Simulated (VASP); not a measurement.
These are revTPSS meta-GGA, VASP's PBE PAW potentials (set 64) (plane waves; VASP 6.6.1) values and carry that method's errors.

The input files of a VASP run:

### KPOINTS
```
Automatic mesh
0
Gamma
12 12 12
0 0 0
```

### POSCAR
```
AuZn
1
    3.0547163580     0.0000000000     0.0000000000
    0.0000000000     3.0547163580     0.0000000000
    0.0000000000     0.0000000000     3.0547163580
Zn Au
1 1
Direct
  0.5000000000   0.5000000000   0.5000000000
  0.0000000000   0.0000000000   0.0000000000
```

### INCAR
```
SYSTEM = AuZn
PREC = Accurate; ENCUT = 520; LREAL = F
LASPH = T
EDIFF = 1E-7; NELM = 100; ALGO = Normal
LMAXMIX = 6; LMIXTAU = T
ISMEAR = 1; SIGMA = 0.1
METAGGA = RTPSS
ISIF = 2
LWAVE = F; LCHARG = F
```

POTCAR, in this order: Zn Au (PBE.64 set). Program: vasp_std.

Unless said otherwise, spin-orbit coupling is left out, though it shifts the bands of the heavy elements here.

Task: Estimate the energy per atom (σ→0), pressure, band gap (on the k-mesh).

Result: 
```
Quantity                                                     Value
------------------------  ----------------------------------------
energy per atom (σ→0)                               20.807 eV/atom
band gap (on the k-mesh)  none (metal, semimetal or under 0.01 eV)
pressure                                                 10.91 GPa
```

### OSZICAR
```
...
DAV:  13     0.416145705856E+02    0.27645E-04   -0.53154E-04  3183   0.304E-01    0.303E-02
DAV:  14     0.416145700744E+02   -0.51117E-06   -0.35317E-05  2639   0.112E-01    0.136E-02
DAV:  15     0.416145515295E+02   -0.18545E-04   -0.11989E-05  2632   0.503E-02    0.893E-03
DAV:  16     0.416145504278E+02   -0.11017E-05   -0.36924E-07  2860   0.942E-03    0.697E-03
DAV:  17     0.416145498413E+02   -0.58651E-06   -0.10548E-07  1827   0.551E-03    0.134E-03
DAV:  18     0.416145497149E+02   -0.12640E-06   -0.25624E-08  1365   0.245E-03    0.302E-04
DAV:  19     0.416145496698E+02   -0.45100E-07   -0.10835E-08  1365   0.157E-03
   1 F= 0.41614550E+02 E0= 0.41614698E+02  d E =-.444987E-03
```

The compound is AuZn in the CsCl type structure. This cell is one point of a volume scan, at 0.94 of the reference volume. The electron count is odd and the run is not spin-polarised, which forces a metal.
